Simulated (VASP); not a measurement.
Computed with PBE GGA, VASP's PBE PAW potentials (set 64) (plane waves; VASP).

A VASP calculation is set up with these files.

**INCAR**
```
SYSTEM = GaP
PREC = Accurate
ENCUT = 400
EDIFF = 1E-7
NELM = 100
ALGO = Normal
LREAL = .FALSE.
LASPH = .TRUE.
ISMEAR = 0
SIGMA = 0.01
GGA = PE
LMAXMIX = 4
LWAVE = .FALSE.
LCHARG = .FALSE.
LOPTICS = .TRUE.
NBANDS = 39
NEDOS = 1001
CSHIFT = 0.1
```

File KPOINTS:
```
Regular mesh
0
G
  15 15 15
```

File POSCAR:
```
GaP
1
    0.0000000000     2.7504981289     2.7504981289
    2.7504981289     0.0000000000     2.7504981289
    2.7504981289     2.7504981289     0.0000000000
Ga P
1 1
Direct
  0.0000000000   0.0000000000   0.0000000000
  0.2500000000   0.2500000000   0.2500000000
```

POTCAR, in this order: Ga_d P (PBE.64 set). Program: vasp_std.

Output of the run:

**OUTCAR**
```
 ion  position               nearest neighbor table
   1  0.000  0.000  0.000-   2 2.38   2 2.38   2 2.38   2 2.38
   2  0.250  0.250  0.250-   1 2.38   1 2.38   1 2.38   1 2.38
  LATTYP: Found a face centered cubic cell.
 ALAT       =     5.5009962578
 Subroutine PRICEL returns:
 Original cell was already a primitive cell.
 Subroutine GETGRP returns: Found 24 space group operations
The static configuration has the point symmetry T_d .
The dynamic configuration has the point symmetry T_d .
 Subroutine INISYM returns: Found 24 space group operations
 Subroutine IBZKPT returns following result:
 Found    120 irreducible k-points:

 Following reciprocal coordinates:
            Coordinates               Weight
  0.000000  0.000000  0.000000      1.000000
  0.066667  0.000000  0.000000      8.000000
  0.133333  0.000000  0.000000      8.000000
  0.200000  0.000000  0.000000      8.000000
  0.266667  0.000000  0.000000      8.000000
  0.333333  0.000000  0.000000      8.000000
  0.400000  0.000000  0.000000      8.000000
  0.466667  0.000000  0.000000      8.000000
  0.066667  0.066667  0.000000      6.000000
  0.133333  0.066667  0.000000     24.000000
  0.200000  0.066667  0.000000     24.000000
  0.266667  0.066667  0.000000     24.000000
  0.333333  0.066667  0.000000     24.000000
  0.400000  0.066667  0.000000     24.000000
  0.466667  0.066667  0.000000     24.000000
 -0.466667  0.066667  0.000000     24.000000
 -0.400000  0.066667  0.000000     24.000000
 -0.333333  0.066667  0.000000     24.000000
 -0.266667  0.066667  0.000000     24.000000
 -0.200000  0.066667  0.000000     24.000000
 -0.133333  0.066667  0.000000     24.000000
 -0.066667  0.066667  0.000000     12.000000
  0.133333  0.133333  0.000000      6.000000
  0.200000  0.133333  0.000000     24.000000
...
```

OSZICAR:
```
       N       E                     dE             d eps       ncg     rms          rms(c)
DAV:   1     0.124660694869E+03    0.12466E+03   -0.54156E+03 12557   0.567E+02
DAV:   2     0.429736377772E+01   -0.12036E+03   -0.10535E+03  9946   0.225E+02
DAV:   3    -0.913878914490E+01   -0.13436E+02   -0.13236E+02 11331   0.431E+01
DAV:   4    -0.938598182164E+01   -0.24719E+00   -0.24706E+00 11113   0.607E+00
DAV:   5    -0.938725944966E+01   -0.12776E-02   -0.12776E-02 11014   0.437E-01    0.411E+00
DAV:   6    -0.915184535870E+01    0.23541E+00   -0.13227E-01 14431   0.412E+00    0.277E+00
DAV:   7    -0.912594205436E+01    0.25903E-01   -0.32065E-02 10736   0.715E-01    0.108E+00
DAV:   8    -0.912624524299E+01   -0.30319E-03   -0.76885E-03 11090   0.450E-01    0.176E-01
DAV:   9    -0.912670849588E+01   -0.46325E-03   -0.67088E-04 10978   0.159E-01    0.106E-01
DAV:  10    -0.912675920351E+01   -0.50708E-04   -0.31175E-05 11467   0.272E-02    0.575E-02
DAV:  11    -0.912682101999E+01   -0.61816E-04   -0.35567E-05 10734   0.219E-02    0.346E-03
DAV:  12    -0.912682200644E+01   -0.98645E-06   -0.88782E-07 12109   0.306E-03    0.186E-03
DAV:  13    -0.912682230700E+01   -0.30056E-06   -0.24554E-07 10826   0.170E-03    0.103E-03
DAV:  14    -0.912682231866E+01   -0.11660E-07   -0.49837E-09  8804   0.218E-04
   1 F= -.91268223E+01 E0= -.91268223E+01  d E =-.428680E-18
 imaginary and real dielectric function
```

### OUTCAR
```
------------------------ aborting loop because EDIFF is reached ----------------------------------------
  FORCE on cell =-STRESS in cart. coord.  units (eV):
  Direction    XX          YY          ZZ          XY          YZ          ZX
  --------------------------------------------------------------------------------------
  Total        0.0030280      0.0030280      0.0030280      0.0000000      0.0000000      0.0000000
  in kB        0.1165740      0.1165740      0.1165740      0.0000000      0.0000000      0.0000000
  external PRESSURE =       0.1165740 kB  Pullay stress =       0.0000000 kB
  volume of cell :       41.62
      direct lattice vectors                 reciprocal lattice vectors
     0.000000000  2.750498129  2.750498129    -0.181785254  0.181785254  0.181785254
     2.750498129  0.000000000  2.750498129     0.181785254 -0.181785254  0.181785254
     2.750498129  2.750498129  0.000000000     0.181785254  0.181785254 -0.181785254
  FREE ENERGIE OF THE ION-ELECTRON SYSTEM (eV)
  ---------------------------------------------------
  free  energy   TOTEN  =        -9.1268223187 eV

  energy  without entropy=       -9.1268223187  energy(sigma->0) =       -9.12682232

 plasma frequency squared (from intraband transitions) (eV^2)
  --------------------------------------------------------------------------------------
       0.000       0.000       0.000
       0.000       0.000       0.000
       0.000       0.000       0.000

 plasma frequency squared (from interband transitions, int dw w eps(2)(w)) (eV^2)
  --------------------------------------------------------------------------------------
     302.482       0.000      -0.000       0.000       0.000       0.000
      -0.000      -0.000     302.482       0.000      -0.000       0.000
       0.000      -0.000      -0.000      -0.000     302.482       0.000
```
(Selected blocks of OUTCAR.)

OUTCAR:
```
 val. band max:        4.3725548751   @ k =   0.0000   0.0000   0.0000

 cond. band min:       5.9706067227   @ k =   0.4667   0.0000   0.0000


 Fermi energy:         4.4274091918

 k-point     1 :       0.0000    0.0000    0.0000
  band No.  band energies     occupation
      1     -10.1313      2.00000
      2     -10.1313      2.00000
      3     -10.1313      2.00000
      4     -10.0397      2.00000
      5     -10.0397      2.00000
      6      -7.9144      2.00000
      7       4.3726      2.00000
      8       4.3726      2.00000
      9       4.3726      2.00000
     10       5.9709      0.00000
     11       8.2688      0.00000
     12       8.2688      0.00000
     13       8.2688      0.00000
     14      13.0612      0.00000
     15      14.1225      0.00000
     16      14.1225      0.00000
     17      16.7499      0.00000
     18      16.7499      0.00000
     19      16.7499      0.00000
     20      20.0619      0.00000
     21      28.7123      0.00000
     22      28.7123      0.00000
     23      28.7123      0.00000
     24      31.2489      0.00000
     25      31.2489      0.00000
     26      31.2489      0.00000
     27      31.8219      0.00000
     28      31.8219      0.00000
     29      33.4817      0.00000
     30      33.4817      0.00000
     31      33.4817      0.00000
     32      41.7819      0.00000
     33      43.5065      0.00000
     34      43.5065      0.00000
     35      44.9257      0.00000
     36      44.9257      0.00000
     37      44.9257      0.00000
     38      46.7933      0.00000
     39      46.7940      0.00000

 k-point     2 :       0.0667    0.0000    0.0000
  band No.  band energies     occupation
      1     -10.1348      2.00000
      2     -10.1299      2.00000
      3     -10.1299      2.00000
      4     -10.0396      2.00000
      5     -10.0396      2.00000
      6      -7.8585      2.00000
      7       3.7290      2.00000
      8       4.3037      2.00000
      9       4.3037      2.00000
...
```

The compound is GaP in the zinc blende structure. It was relaxed first.
